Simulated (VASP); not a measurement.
An input for Ansatz (written as the equivalent of a VASP run, and not itself run):

Ansatz 0.2 input:
```yaml
crystal:
  lattice:
    - [3.1844728, 0.0000000, 0.0000000]
    - [-1.5922364, 2.7578341, 0.0000000]
    - [0.0000000, 0.0000000, 13.7576282]
  atoms:
    - { symbol: Mo, position: [0.0000000, 0.0000000, 0.2500000] }
    - { symbol: Mo, position: [0.0000000, 0.0000000, 0.7500000] }
    - { symbol: S, position: [0.3333330, 0.6666670, 0.3634586] }
    - { symbol: S, position: [0.6666670, 0.3333330, 0.6365414] }
    - { symbol: S, position: [0.6666670, 0.3333330, 0.8634586] }
    - { symbol: S, position: [0.3333330, 0.6666670, 0.1365414] }
kpoints:
  mp_grid: { grid: [6, 6, 2] }
hamiltonian:
  xc: pbe
  pseudopotentials: { kind: paw }
scf:
  occupations: { method: gaussian, width: 0.05 }
  max_iter: 100
output: { forces: true, stress: true, eigenvalues: true }
```

Task: Write the VASP files for the same calculation (PBE).

Result: One answer among several that fit: 
### KPOINTS
```
Automatic mesh
0
Gamma
6 6 2
0 0 0
```

POSCAR:
```
MoS2
1
    3.1844728273     0.0000000000     0.0000000000
   -1.5922364137     2.7578340645     0.0000000000
    0.0000000000     0.0000000000    13.7576282481
Mo S
2 4
Direct
  0.0000000000   0.0000000000   0.2500000000
  0.0000000000   0.0000000000   0.7500000000
  0.3333330000   0.6666670000   0.3634586129
  0.6666670000   0.3333330000   0.6365413871
  0.6666670000   0.3333330000   0.8634586129
  0.3333330000   0.6666670000   0.1365413871
```

### INCAR
```
SYSTEM = MoS2
PREC = Accurate; ENCUT = 400; LREAL = .FALSE.
LASPH = .TRUE.
EDIFF = 1E-6; NELM = 100; ALGO = Normal
LMAXMIX = 4
ISMEAR = 0; SIGMA = 0.05
GGA = PE
LWAVE = .TRUE.; LCHARG = .FALSE.
```

POTCAR, in this order: Mo_sv S (PBE.64 set). Program: vasp_std.

Limits of the translation: each code has its own PAW files, so the cut-off isn't converted (ENCUT is set for VASP's; basis.ecutwfc is left out, and Ansatz then takes the one that its files recommend); Ansatz stops its SCF on the density residual and VASP on the energy change (EDIFF).

The structure comes from a computed database's MoS2 entry (P6_3/mmc); how it stands against other phases isn't given here. It was relaxed first.
